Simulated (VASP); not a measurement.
Consider the following.

```xyz
2
Lattice="1.7500 -3.0311 0.0000 1.7500 3.0311 0.0000 0.0000 0.0000 5.5500" Properties=species:S:1:pos:R:3 pbc="T T T"
Lu     1.7500     1.0104     1.3875
Lu     1.7500    -1.0104     4.1625
```

Computed with r2SCAN+rVV10, VASP's PBE PAW potentials (set 64) (plane waves; VASP). Settings: 520 eV cut-off, 11×11×6 Γ-centred mesh, first-order Methfessel-Paxton smearing of 0.10 eV, potentials Lu_3.

Problem. The ions, cell shape and volume are relaxed. Give the cell that the relaxation ends in.

Solution. 
```xyz
2
Lattice="1.7493 -3.0299 0.0000 1.7493 3.0299 0.0000 0.0000 0.0000 5.4503" Properties=species:S:1:pos:R:3 pbc="T T T"
Lu     1.7493     1.0100     1.3626
Lu     1.7493    -1.0100     4.0878
```
Space group P6_3/mmc (194), at a tolerance of 0.03 Å.

Problem. How do energy and volume change from the first to the last step?

Solution. The energy (σ→0) changes by -3.0 meV/atom and the volume by -1.9 %, in 7 ionic steps.

The compound is Lu in the hcp structure. This run relaxes it. Symmetry was kept, so distortions that lower it aren't found.
